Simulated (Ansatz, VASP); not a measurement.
## InSe2 in two plane-wave programs

Aim: how closely do two programs agree when they are given the same cell, functional and k mesh? Valence electrons are named where the data sets of a main pair hold unlike numbers.

Main program and level: Ansatz 0.2.0; plane waves, with VASP 6.6.1 beside it; single point at PBEsol, single point at PBE and single point at PBEsol, spin-orbit coupling.

## Step 1: The structure

The cell holds 6 atoms: 4 Se and 2 In. Its edges and angles: a = 3.895 Å, b = 3.895 Å, c = 14.801 Å, α = 90.0°, β = 90.0°, γ = 90.0°. It derives from InSe2. As first built, before any earlier steps moved the atoms (in the runner's words): kind sheets cut from a layered crystal; sheets 3. Vacuum lies along c.

Structure file:

```cif
data_structure
_symmetry_space_group_name_H-M 'P 1'
_symmetry_Int_Tables_number 1
_cell_length_a 3.8949
_cell_length_b 3.8949
_cell_length_c 14.8006
_cell_angle_alpha 90.000
_cell_angle_beta 90.000
_cell_angle_gamma 90.000
_cell_volume 224.53
loop_
_atom_site_label
_atom_site_type_symbol
_atom_site_fract_x
_atom_site_fract_y
_atom_site_fract_z
_atom_site_occupancy
Se1 Se 0.50000 0.50000 0.72974 1
Se2 Se 0.00000 0.00000 0.72974 1
Se3 Se 0.50000 0.00000 0.49156 1
Se4 Se 0.00000 0.50000 0.31753 1
In5 In 0.00000 0.50000 0.53883 1
In6 In 0.50000 0.00000 0.27026 1
```

## Step 2: Ansatz: single point, PBEsol

Ansatz runs on its default PAW (the set named soft_2) files.

A single point gives forces, pressure and levels at one fixed geometry, so differences don't come from the geometry; what else differs is listed under the comparison.

input.yaml reads:

```yaml
crystal:
  lattice:
    - [3.894893, 0.0, 0.0]
    - [0.0, 3.894893, 0.0]
    - [0.0, 0.0, 14.8006241759]
  atoms:
    - { symbol: Se, position: [0.5, 0.5, 0.7297411276] }
    - { symbol: Se, position: [0.0, 0.0, 0.7297411276] }
    - { symbol: Se, position: [0.5, 0.0, 0.4915591926] }
    - { symbol: Se, position: [0.0, 0.5, 0.3175294789] }
    - { symbol: In, position: [0.0, 0.5, 0.5388297977] }
    - { symbol: In, position: [0.5, 0.0, 0.2702588724] }
hamiltonian:
  xc: pbesol
  pseudopotentials: { kind: paw }
kpoints:
  mp_grid: { grid: [7, 7, 1] }
scf:
  occupations: { method: gaussian, width: 0.05 }
  n_extra_bands: 5
efield:
  axis: 3
  dipole_correction: true
  ramp_width: 0.04
output:
  forces: true
  eigenvalues: true
```

The run is started by

```sh
ansatz run input.yaml --threads 4 --pin off --max-ram 9216MiB --backend cpu --events-out ev --progress --plain --runs-dir out
```

Numbers of over 12 decimals in the logs are rounded to 6 here.

The log of the run:

```text
scf.n_extra_bands = 5 over 45 filled bands (N_el = 90.0): the run solves 50 bands
Engine: ansatz 0.2.0, aarch64-unknown-linux-gnu
Pseudopotentials: kind: paw
Pseudopotential: Se, paw, valence charge 16, recommended cutoff 420 eV (normal), Se.paw.azcp
Pseudopotential: In, paw, valence charge 13, recommended cutoff 420 eV (normal), In.paw.azcp
Functional definition: PBEsol
  exchange = pbesol_x
  correlation = pbesol_c
Crystal: 6 atoms, lattice volume = 224.528 Å³
Basis set: ecut = 420 eV, 4401 PW (Γ), exchange–correlation on 54×54×200 points (8 copies of the dense FFT grid, shifted against one another)
Bands: 50, of which v1, the nominal top of the filled ones, is band 45 counted from 1 (44 counted from 0)
Symmetry: 8 space group operations
Space group: P4mm (ITA 99), of the structure as read, at distance tolerance 6.1e-5 Å
k-points: 10 of 49
Non-local potential: Se, projectors of the file, l = 0: 2, l = 1: 2, l = 2: 3, l = 3: 1
Non-local potential: In, projectors of the file, l = 0: 2, l = 1: 2, l = 2: 2, l = 3: 2
PAW form: soft (Blöchl's): semilocal exchange-correlation on the pseudo side does not see the compensation charge
PAW frozen core: Se, regenerated for the run's functional, and the local potential with it (the file was generated under x = pbe(κ = 0.804, μ = 0.219515), c = pbe(β = 0.066725))
PAW frozen core: In, regenerated for the run's functional, and the local potential with it (the file was generated under x = pbe(κ = 0.804, μ = 0.219515), c = pbe(β = 0.066725))
PAW one-centre angular grid: Se, 590 points (default); XC on 64 Gauss nodes
PAW one-centre angular grid: In, 590 points (default); XC on 64 Gauss nodes
Initial density: superposition of atomic densities (neutral atoms: chi_scale 0, normalization atom), corrected by the library's trained network
Initial wavefunctions: pseudopotential atomic-orbital guess
Functional: x = pbesol(κ = 0.804, μ = 0.123457), c = pbesol(β = 0.046)
SCF iter   1: F=—  HF=-32748.413909 eV  |F-HF|=—  |Δ(HF+E_count)|=         —  Δρ=5.53e-3  dr2=1.24e0  ethr=1.77e-3  p=-0.068 e·Å  D=-5.48e-2 V/Å  ΔV_dip=0.81 eV  dr2_dipole=1.46e0  V_vac-E_F(+/−)=5.30/4.47 eV  ⟨swp⟩=6.8  Hψ=1967  notcnv=0
efield: sawtooth ramp at fractional position 0.9800 (placed from the atoms, in the widest stretch of the axis that holds none; the zero of the levels goes with the place), width 0.0400; the density the first Hamiltonian is built on has a dipole p = -0.068 e·Å; the dipole correction subtracts the counter field D = -5.48e-2 V/Å, which shifts the + side's vacuum level by +0.81 eV against the − side's; the planar-averaged density in the ramp window peaks in size at 1.2e-3 e/Å³
preconditioner: auto → LDOS  [insulator: Δε(μ)=0.078 eV  Ē_g=11.123 eV  σ=0.050 eV  W_gap=0.63  n_scr=58 (ndim 8)  ℏωp=17.5 eV  f_vac=0.328  D(μ)=2.49/eV (n_scr^D=6)  ε∞_Penn≈3.5  β→1.0]
SCF iter   2: F=—  HF=-32754.242959 eV  |F-HF|=—  |Δ(HF+E_count)|=    5.83e0  Δρ=3.92e-2  dr2=9.44e1  ethr=1.38e-3  p=-0.608 e·Å  D=-4.90e-1 V/Å  ΔV_dip=7.25 eV  dr2_dipole=1.22e2  V_vac-E_F(+/−)=6.76/-0.49 eV  ⟨swp⟩=4.4  Hψ=1016  notcnv=0  defer=7  recentre
SCF iter   3: F=—  HF=-32748.331152 eV  |F-HF|=—  |Δ(HF+E_count)|=    5.91e0  Δρ=3.80e-3  dr2=6.50e-1  ethr=1.38e-3  p=-0.099 e·Å  D=-8.00e-2 V/Å  ΔV_dip=1.18 eV  dr2_dipole=8.13e-1  V_vac-E_F(+/−)=5.32/4.12 eV  ⟨swp⟩=4.0  Hψ=941  notcnv=0  defer=3
SCF iter   4: F=—  HF=-32748.314645 eV  |F-HF|=—  |Δ(HF+E_count)|=   1.65e-2  Δρ=3.52e-3  dr2=5.77e-1  ethr=7.22e-4  p=-0.110 e·Å  D=-8.87e-2 V/Å  ΔV_dip=1.31 eV  dr2_dipole=6.75e-1  V_vac-E_F(+/−)=5.40/4.08 eV  ⟨swp⟩=2.0  Hψ=634  notcnv=0  defer=7
SCF iter   5: F=—  HF=-32748.299740 eV  |F-HF|=—  |Δ(HF+E_count)|=   1.49e-2  Δρ=4.23e-3  dr2=6.39e-1  ethr=6.41e-4  p=-0.145 e·Å  D=-1.17e-1 V/Å  ΔV_dip=1.72 eV  dr2_dipole=6.35e-1  V_vac-E_F(+/−)=5.47/3.73 eV  ⟨swp⟩=2.0  Hψ=594  notcnv=0  defer=7
SCF iter   6: F=—  HF=-32748.285970 eV  |F-HF|=—  |Δ(HF+E_count)|=   1.38e-2  Δρ=3.02e-3  dr2=3.30e-1  ethr=6.41e-4  p=-0.148 e·Å  D=-1.19e-1 V/Å  ΔV_dip=1.76 eV  dr2_dipole=3.41e-1  V_vac-E_F(+/−)=5.47/3.70 eV  ⟨swp⟩=1.0  Hψ=492  notcnv=0  defer=7
SCF iter   7: F=—  HF=-32748.280280 eV  |F-HF|=—  |Δ(HF+E_count)|=   5.69e-3  Δρ=9.98e-4  dr2=2.96e-2  ethr=3.67e-4  p=-0.149 e·Å  D=-1.20e-1 V/Å  ΔV_dip=1.77 eV  dr2_dipole=2.72e-2  V_vac-E_F(+/−)=5.47/3.69 eV  ⟨swp⟩=1.0  Hψ=502  notcnv=0  defer=7
SCF iter   8: F=—  HF=-32748.279962 eV  |F-HF|=—  |Δ(HF+E_count)|=   3.18e-4  Δρ=7.31e-4  dr2=1.71e-2  ethr=3.29e-5  p=-0.152 e·Å  D=-1.22e-1 V/Å  ΔV_dip=1.81 eV  dr2_dipole=1.63e-2  V_vac-E_F(+/−)=5.47/3.66 eV  ⟨swp⟩=1.2  Hψ=516  notcnv=0  defer=6
SCF iter   9: F=—  HF=-32748.279682 eV  |F-HF|=—  |Δ(HF+E_count)|=   2.80e-4  Δρ=1.72e-4  dr2=5.88e-4  ethr=1.90e-5  p=-0.154 e·Å  D=-1.24e-1 V/Å  ΔV_dip=1.84 eV  dr2_dipole=4.01e-4  V_vac-E_F(+/−)=5.47/3.63 eV  ⟨swp⟩=1.0  Hψ=493  notcnv=0  defer=6
SCF iter  10: F=—  HF=-32748.279670 eV  |F-HF|=—  |Δ(HF+E_count)|=   1.22e-5  Δρ=1.16e-4  dr2=4.95e-4  ethr=6.53e-7  p=-0.156 e·Å  D=-1.26e-1 V/Å  ΔV_dip=1.86 eV  dr2_dipole=5.47e-4  V_vac-E_F(+/−)=5.47/3.61 eV  ⟨swp⟩=1.8  Hψ=514  notcnv=0  defer=6
SCF iter  11: F=—  HF=-32748.279689 eV  |F-HF|=—  |Δ(HF+E_count)|=   1.95e-5  Δρ=1.97e-4  dr2=1.74e-3  ethr=5.50e-7  p=-0.157 e·Å  D=-1.26e-1 V/Å  ΔV_dip=1.87 eV  dr2_dipole=1.97e-3  V_vac-E_F(+/−)=5.47/3.60 eV  ⟨swp⟩=1.0  Hψ=493  notcnv=0  defer=6  recentre
SCF iter  12: F=—  HF=-32748.279662 eV  |F-HF|=—  |Δ(HF+E_count)|=   2.69e-5  Δρ=1.35e-5  dr2=3.41e-6  ethr=5.50e-7  p=-0.156 e·Å  D=-1.26e-1 V/Å  ΔV_dip=1.87 eV  dr2_dipole=3.04e-6  V_vac-E_F(+/−)=5.47/3.60 eV  ⟨swp⟩=1.0  Hψ=503  notcnv=0  defer=6
SCF iter  13: F=—  HF=-32748.279641 eV  |F-HF|=—  |Δ(HF+E_count)|=   2.17e-5  Δρ=1.68e-5  dr2=1.35e-5  ethr=3.79e-9  p=-0.157 e·Å  D=-1.26e-1 V/Å  ΔV_dip=1.87 eV  dr2_dipole=1.57e-5  V_vac-E_F(+/−)=5.47/3.60 eV  ⟨swp⟩=2.0  Hψ=706  notcnv=0  defer=6
SCF iter  14: F=-32748.279640 eV  HF=-32748.279640 eV  |F-HF|=4.33e-8  |Δ(HF+E_count)|=   2.15e-7  Δρ=1.37e-6  dr2=2.88e-8  ethr=1.11e-10  p=-0.156 e·Å  D=-1.26e-1 V/Å  ΔV_dip=1.87 eV  dr2_dipole=1.51e-8  V_vac-E_F(+/−)=5.47/3.60 eV  ⟨swp⟩=6.8  Hψ=1985  notcnv=0
WARN: efield: at this solve's end the planar-averaged density reaches 7.89e-4 e/Å³ inside the ramp window [0.9124, 0.0876] (bound 1e-5 e/Å³); the window's nearer edge stands 2.70 Å from this solve's nearest atom along the axis. Its work functions, free energy, forces, stress, dipole, levels and responses can be off, and this figure does not tell by how much. The cell may have no vacuum along `efield.axis`. A short vacuum, a low `basis.ecutwfc` or `basis.ecutrho_ratio` and negative occupations (`scf.occupations.method`) can put density there. See the manual's quickstart, § The vacuum guard
SCF 1 converged in 14 iterations: F = -32748.279640 eV  dr2 = 2.88e-8
  greatest PAW one-centre occupation: 1.000 electrons in one spin orbital (limit 2), on the Se atom at site 1 (counted from 0), in its partial waves of l = 2
SCF converged after 14 iterations
Free energy (F): -32748.279640 eV
Harris-Foulkes:  -32748.279640 eV  (|F-HF|=4.33e-8)
Internal energy: -32748.269239 eV  (E = F + TS)
E sigma→0 (E₀):  -32748.274440 eV
Entropy (-TS):   -0.010401 eV (-1.733 meV/atom)
Fermi energy:    4.399379 eV
Dipole field:    D = -0.126255 V/Å  (p = -0.156660 e·Å, saw-weighted, corrected)
Work function:   Φ+ = 5.4703 eV (in doubt: plateau slope 7.1e-2 eV/Å)   Φ− = 3.5997 eV (in doubt: plateau slope 8.1e-2 eV/Å)
Levels:          The Fermi level and band energies are counted from a zero that moves with the ramp; work functions are not
Vacuum region:   at the solve's end the planar-averaged density reaches 7.89e-4 e/Å³ inside the ramp window [0.9124, 0.0876] (bound 1e-5 e/Å³)
--- Per-component energies (eV) ---
  E_band       = -1980.594705
  E_kinetic    = 950.254754
  E_local      = -28123.084116  (includes V_loc(G=0)·N_el)
  E_nonlocal   = -1630.432616
  E_hartree    = 13570.286516
  E_xc         = -836.626293
  E_vxc        = -586.949199  (∫ρ·V_xc dr)
  E_paw        = -15638.919945  (= ΣΔE_a)
  E_vpaw       = 265.633460  (= ΣTr[D̂ρ^β])
  E_aug_tail   = -0.002295  (compensation charges beyond the density's cutoff)
  E_efield     = 0.009890  (sawtooth field / dipole correction)
  E_vefield    = 3.411930  (∫n·V_field dr)
  E_ewald      = -1044.260742
  E_core_change = 4.505607  (= ΣΔE_core)
  E_smearing   = -0.010401  (= −TS)
  E_closure    = -0.000000  (closes the sum)
  Σ components = -32748.279640   (vs F -32748.279640, Δ=0.00e0)
--- Forces (eV/Å), atoms counted from 1 ---
  atom   1  Se    -0.00000000     0.00000000    -0.14541827
  atom   2  Se     0.00000000     0.00000000    -0.14541827
  atom   3  Se     0.00000000     0.00000000    -0.15428746
  atom   4  Se    -0.00000000     0.00000000    -0.54543302
  atom   5  In    -0.00000000     0.00000000     0.14254597
  atom   6  In     0.00000000     0.00000000     0.84990228
  max |Σ_I F_I| component: 1.89e-3 eV/Å
--- Band table (eV; the first three rows and the last of 10) ---
  k-point 0: bands = [... 41 lower, 2.3588, 2.5569, 2.5569, 4.8179, 4.9157, 5.8726, 7.3209, 7.3209, ... 1 higher]
  k-point 1: bands = [... 41 lower, 2.4233, 2.7107, 3.9339, 4.6387, 4.9611, 6.0161, 6.4893, 6.6155, ... 1 higher]
  k-point 2: bands = [... 41 lower, 2.7693, 3.0783, 3.7858, 4.6154, 4.9048, 5.0787, 5.4139, 6.6901, ... 1 higher]
  k-point 9: bands = [... 41 lower, 1.7192, 2.5069, 3.0057, 3.0505, 3.1102, 7.1247, 7.5030, 8.2066, ... 1 higher]
```

Elapsed: 3.6 s, on 4 threads of Arm Neoverse V2, shared host; peak memory 0.55 GiB; 13 s of CPU time.

(Continued in part 2 of 3.)

[Lines on the potential files, build, host, timing and source positions are cut from VASP's logs without a mark.]

[Logs are printed without paths, hosts, clocks, repeated set-up lines and the standing remarks that a program may print on its own settings, such as how far it seeks lower states.]

[Hosts, paths, dates, database ids (printed as entryN), source tags and the programs' standing remarks are cut or masked in the printed files.]
